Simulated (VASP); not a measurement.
Calculation: PBE GGA, VASP's PBE PAW potentials (set 64) (plane waves; VASP).

Input for VASP

POSCAR:
```
CoGa
1
    2.8800000000     0.0000000000     0.0000000000
    0.0000000000     2.8800000000     0.0000000000
    0.0000000000     0.0000000000     2.8800000000
Ga Co
1 1
Direct
  0.5000000000   0.5000000000   0.5000000000
  0.0000000000   0.0000000000   0.0000000000
```

KPOINTS:
```
Automatic mesh
0
Gamma
11 11 11
0 0 0
```

INCAR:
```
ALGO  =  Normal
EDIFF  =  1E-6
EDIFFG  =  -0.01
ENCUT  =  400
GGA  =  PE
IBRION  =  2
ISIF  =  3
ISMEAR  =  1
LASPH  =  .TRUE.
LCHARG  =  .FALSE.
LMAXMIX  =  4
LREAL  =  .FALSE.
LWAVE  =  .FALSE.
NELM  =  100
NSW  =  60
PREC  =  Accurate
SIGMA  =  0.1
SYSTEM  =  CoGa
```

POTCAR, in this order: Ga_d Co (PBE.64 set). Program: vasp_std.

Problem. Estimate the energy per atom (σ→0), volume per atom, band gap (on the k-mesh).

Solution. 
| Quantity | Value |
|---|---|
| energy per atom (σ→0) | -5.238 eV/atom |
| band gap (on the k-mesh) | none (metal, semimetal or under 0.01 eV) |
| volume per atom | 11.93 Å^3/atom |

OSZICAR:
```
...
       N       E                     dE             d eps       ncg     rms          rms(c)
DAV:   1    -0.104768761375E+02   -0.35937E-03   -0.44814E-03  1736   0.127E+00    0.139E-01
DAV:   2    -0.104768732740E+02    0.28635E-05   -0.37545E-03  1751   0.896E-01    0.130E-01
DAV:   3    -0.104765665447E+02    0.30673E-03   -0.16870E-03  1786   0.603E-01    0.414E-02
DAV:   4    -0.104765351252E+02    0.31420E-04   -0.67611E-05  2264   0.124E-01    0.807E-03
DAV:   5    -0.104765318779E+02    0.32473E-05   -0.39398E-06  1754   0.348E-02    0.188E-03
DAV:   6    -0.104765318813E+02   -0.33720E-08   -0.25592E-07   917   0.847E-03
   3 F= -.10476532E+02 E0= -.10476840E+02  d E =-.158284E-04
```

The compound is CoGa in the CsCl type structure. This run relaxes it. Symmetry was kept, so distortions that lower it aren't found. The run is not spin-polarised, so no magnetic state was tried.
